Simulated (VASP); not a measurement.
Input:

```
LiH
1.0
    0.00000     2.08080     2.08080
    2.08080     0.00000     2.08080
    2.08080     2.08080     0.00000
Li H
1 1
Direct
  0.00000   0.00000   0.00000
  0.50000   0.50000   0.50000
```

The numbers are results of PBE GGA, VASP's PBE PAW potentials (set 64) (plane waves; VASP), not measurements. Run with 520 eV cut-off, 8×8×8 Γ-centred mesh, Gaussian smearing of 0.050 eV, potentials Li_sv H.

Problem. Give the stress tensor in GPa (positive for a compressed cell).

Solution. 
```
-3.59   0.00   0.00
 0.00  -3.59   0.00
 0.00   0.00  -3.59
```
The pressure is its mean diagonal, -3.59 GPa.

The compound is LiH in the rock salt structure. The cell was not relaxed at this level.
